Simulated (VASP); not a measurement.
# GW-BSE spectrum of CaO (Lime), part 4 of 4

Wanted: the lowest vertical excitons of CaO (Lime) and its absorption. The cell is of the rock-salt type, one of the forms listed for this formula. The start is a cell from a database of measured crystal structures.

VASP 6.6.1, plane waves and PAW; the level of theory is named at each step.

So far, quasiparticle gap on the mesh (eV): step 4 (G0W0) 5.76.

### Step 6. Independent quasiparticles

This step: BSE on G0W0 on PBE, independent quasiparticles; plane waves and PAW (Ca_sv_GW, O_GW) (VASP 6.6.1).

With LADDER and LHARTREE off the pairs don't interact at all, so the lowest line must equal the direct gap.

File INCAR:

```
SYSTEM = CaO
PREC = Accurate
ENCUT = 440
ISMEAR = 0
SIGMA = 0.01
LREAL = .FALSE.
GGA = PE
NBANDS = 64
ALGO = BSE
NBANDSO = 3
NBANDSV = 4
OMEGAMAX = 25
NEDOS = 1000
CSHIFT = 0.1
PRECFOCK = Fast
LWAVE = .FALSE.
LCHARG = .FALSE.
ENCUTGW = 100
ANTIRES = 0
LADDER = .FALSE.
LHARTREE = .FALSE.
```

File POSCAR:

```
CaO
1.0
    0.0000000000      2.4065000000      2.4065000000
    2.4065000000      0.0000000000      2.4065000000
    2.4065000000      2.4065000000      0.0000000000
Ca O
1 1
Direct
    0.0000000000      0.0000000000      0.0000000000
    0.5000000000      0.5000000000      0.5000000000
```

File KPOINTS:

```
Automatic mesh
0
Gamma
10 10 10
0 0 0
```

Potentials, in the order of the species: Ca_sv_GW and O_GW (PBE family, release 64).

Launch:

```console
mpirun -np 8 vasp_std
```

Log:

```text
[banner, memory and clock lines left out]
 LDA part: xc-table for (Slater+PW92), standard interpolation
 found WAVECAR, reading the header
 POSCAR, INCAR and KPOINTS ok, starting setup
 FFT: planning ... GRIDC
 FFT: planning ... GRID_SOFT
 FFT: planning ... GRID
 reading WAVECAR
 the WAVECAR file was read successfully
 initial charge from wavefunction
 available memory per node:     47.15 GB, setting MAXMEM to     48279

 Doing            0  frequencies on each core in blocks of            0
 parallelization over k-points
 Using distributed matrix
 Using distributed eigensolver
 allocating two-electron 4 orbital integral table    3    4    3    4
 BSE setting up matrix
 available memory per node:     46.80 GB, setting MAXMEM to     47924
 Calculate matrix elements of the BSE Hamiltonian:
 Workload is divided into blocks of two-electron 4 orbital integrals computed in
  parallel.
 Each block/integral has dimensions  of (   3,   4,   3,   4) orbitals
 Total number of blocks/integrals:               500500
 Number of spins:                                     1
 Number of kpoints:                                1000
 Spin channel:                                        1
  Number of blocks of unoccupied bands:               1
  Number of blocks of occupied bands:                 1
 Number of rows/columns of blocks:                 1000

                                                        Time (sec)
               Integrals                 Ranks       Real         CPU
  [         1 -       8000/    500500]     8         0.16        0.00
  [      8001 -      16000/    500500]     8         0.32        0.00
  [     16001 -      24000/    500500]     8         0.47        0.00
  [     24001 -      32000/    500500]     8         0.63        0.00
  [     32001 -      40000/    500500]     8         0.79        0.00
  [     40001 -      48000/    500500]     8         0.94        0.00
  [     48001 -      56000/    500500]     8         1.09        0.00
  [     56001 -      64000/    500500]     8         1.24        0.00
  [     64001 -      72000/    500500]     8         1.38        0.00
  [     72001 -      80000/    500500]     8         1.56        0.00
  [     80001 -      88000/    500500]     8         1.72        0.00
  [     88001 -      96000/    500500]     8         1.88        0.00
  [     96001 -     104000/    500500]     8         2.03        0.00
  [    104001 -     112000/    500500]     8         2.18        0.00
  [    112001 -     120000/    500500]     8         2.33        0.00
  [    120001 -     128000/    500500]     8         2.48        0.00
  [    128001 -     136000/    500500]     8         2.63        0.00
  [    136001 -     144000/    500500]     8         2.83        0.00
  [    144001 -     152000/    500500]     8         2.98        0.00
  [    152001 -     160000/    500500]     8         3.14        0.00
  [    160001 -     168000/    500500]     8         3.29        0.00
  [    168001 -     176000/    500500]     8         3.44        0.00
  [    176001 -     184000/    500500]     8         3.59        0.00
  [    184001 -     192000/    500500]     8         3.74        0.00
  [    192001 -     200000/    500500]     8         3.89        0.00
  [    200001 -     208000/    500500]     8         4.03        0.00
  [    208001 -     216000/    500500]     8         4.19        0.00
  [    216001 -     224000/    500500]     8         4.33        0.00
  [    224001 -     232000/    500500]     8         4.48        0.00
  [    232001 -     240000/    500500]     8         4.63        0.00
  [    240001 -     248000/    500500]     8         4.77        0.00
  [    248001 -     256000/    500500]     8         4.92        0.00
  [    256001 -     264000/    500500]     8         5.06        0.00
  [    264001 -     272000/    500500]     8         5.21        0.00
  [    272001 -     280000/    500500]     8         5.35        0.00
  [    280001 -     288000/    500500]     8         5.50        0.00
  [    288001 -     296000/    500500]     8         5.64        0.00
  [    296001 -     304000/    500500]     8         5.79        0.00
  [    304001 -     312000/    500500]     8         5.94        0.00
  [    312001 -     320000/    500500]     8         6.08        0.00
  [    320001 -     328000/    500500]     8         6.23        0.00
  [    328001 -     336000/    500500]     8         6.38        0.00
  [    336001 -     344000/    500500]     8         6.52        0.00
  [    344001 -     352000/    500500]     8         6.67        0.00
  [    352001 -     360000/    500500]     8         6.81        0.00
  [    360001 -     368000/    500500]     8         6.96        0.00
  [    368001 -     376000/    500500]     8         7.11        0.00
  [    376001 -     384000/    500500]     8         7.26        0.00
  [    384001 -     392000/    500500]     8         7.40        0.00
  [    392001 -     400000/    500500]     8         7.55        0.00
  [    400001 -     408000/    500500]     8         7.69        0.00
  [    408001 -     416000/    500500]     8         7.84        0.00
  [    416001 -     424000/    500500]     8         7.99        0.00
  [    424001 -     432000/    500500]     8         8.13        0.00
[...]
[    496001 -     500000/    500500]     8         9.40        0.00
  [    500001 -     500500/    500500]     8         9.43        0.00

[... 7 parts as in an earlier step ...]
```

Elapsed: 3.4 min, on 8 MPI ranks of Intel Xeon 6975P-C (Granite Rapids), shared host; peak memory 9.6 GiB; 27 min of CPU time.

From OUTCAR (step 6):

```text
   NELECT =      16.0000    total number of electrons

 E-fermi :   6.7607

[... 8 parts as in an earlier step ...]

[... 2 further parts left out ...]
```

This step gave:

- lowest excitation: 6.093 eV

The imaginary dielectric function, xx has structure finer than the step of the table below, so its rows give means over 0.5 eV, whole bins alone (the curve runs from 0 to 25 eV). Peaks (eV: height): 7.88: 3.30, 8.46: 3.05, 9.33: 3.48, 10.26: 3.61, 10.71: 3.48, 11.34: 3.72, 12.84: 4.84.

From 3 filled and 4 empty bands alone, without any pair above OMEGAMAX = 25 eV, so strength is missing wherever others contribute; lines are broadened by CSHIFT, which also makes the tail under the first line. The imaginary dielectric function, xx by photon energy; means over each step:

| photon energy (eV) | imaginary dielectric function, xx |
| --- | --- |
| 0.5 | 0.00162 |
| 1.0 | 0.00329 |
| 1.5 | 0.00511 |
| 2.0 | 0.00717 |
| 2.5 | 0.00963 |
| 3.0 | 0.0127 |
| 3.5 | 0.0166 |
| 4.0 | 0.0222 |
| 4.5 | 0.0305 |
| 5.0 | 0.0450 |
| 5.5 | 0.0785 |
| 6.0 | 0.313 |
| 6.5 | 1.13 |
| 7.0 | 2.14 |
| 7.5 | 1.89 |
| 8.0 | 2.81 |
| 8.5 | 2.63 |
| 9.0 | 3.12 |
| 9.5 | 2.90 |
| 10.0 | 2.68 |
| 10.5 | 3.16 |
| 11.0 | 2.99 |
| 11.5 | 2.75 |
| 12.0 | 1.99 |
| 12.5 | 2.92 |
| 13.0 | 4.40 |
| 13.5 | 2.42 |
| 14.0 | 1.12 |
| 14.5 | 0.640 |
| 15.0 | 0.131 |
| 15.5 | 0.0601 |
| 16.0 | 0.0397 |
| 16.5 | 0.0291 |
| 17.0 | 0.0226 |
| 17.5 | 0.0181 |
| 18.0 | 0.0150 |
| 18.5 | 0.0126 |
| 19.0 | 0.0107 |
| 19.5 | 0.00926 |
| 20.0 | 0.00807 |
| 20.5 | 0.00710 |
| 21.0 | 0.00630 |
| 21.5 | 0.00564 |
| 22.0 | 0.00506 |
| 22.5 | 0.00457 |
| 23.0 | 0.00416 |
| 23.5 | 0.00376 |
| 24.0 | 0.00344 |
| 24.5 | 0.00316 |

The lowest excitation lies at 6.093 eV, +421 meV against the Tamm-Dancoff singlet. No second mesh in this session tests these energies, peaks and heights.

### Step 7. Summary

This step: BSE on G0W0 on PBE; plane waves and PAW (VASP 6.6.1).

No new run; the numbers come from the runs before.

Cost is wall time times ranks on a shared host, for this step alone, without the steps before it. Excitations by level:

| level | first excitation (eV) | cost (core minutes) |
| --- | --- | --- |
| BSE, Tamm-Dancoff | 5.672 | 49.88 |
| independent quasiparticles | 6.093 | 26.93 |

### Step 8. Results

```yaml
bse_tamm_dancoff: lowest vertical excitation 5.672 eV; direct gap 6.093 eV
independent_quasiparticles: lowest vertical excitation 6.093 eV; direct gap 6.093 eV
```

**Reading.** The Bethe-Salpeter equation puts the lowest vertical singlet excitation at 5.672 eV, 0.42 eV below the direct gap of 6.093 eV; the states within 10 meV of it carry 39 % of the strength of the strongest such group among the lowest 40 states. Attraction and local fields together move the centre of weight of eps2 xx over the computed range by -1.90 eV against the run of independent quasiparticles. The spectra were run on one mesh, so the distance from the gap isn't shown to be converged; coarse meshes tend to overstate it. Bands, response cutoff and mesh of the GW step weren't tested in this session. Only vertical pairs enter; the least gap on the mesh is indirect, 5.760 eV, and its phonon-assisted absorption is absent. Only the bands set by NBANDSO and NBANDSV form pairs, and any pair above OMEGAMAX = 25 eV is dropped, so the spectrum is that of this window; the window can cut degenerate bands. Not tabulated here, as repeats of values shown or as unfit to read for their mesh, reference level or band range: eps2 curves (empty bands); eps1 curves and static values (BSE, empty bands, independent quasiparticles); line lists of runs without attraction (independent quasiparticles).

[Lines on the potential files, build, host, timing and source positions are cut from VASP's logs without a mark.]

[Logs are printed without paths, hosts, clocks, repeated set-up lines and the standing remarks that a program may print on its own settings, such as how far it seeks lower states.]

[Hosts, paths, dates, database ids (printed as entryN), source tags and the programs' standing remarks are cut or masked in the printed files.]

[Pressures printed for these runs are not shown converged in the cutoff: they can be off by several GPa and have the wrong sign.]
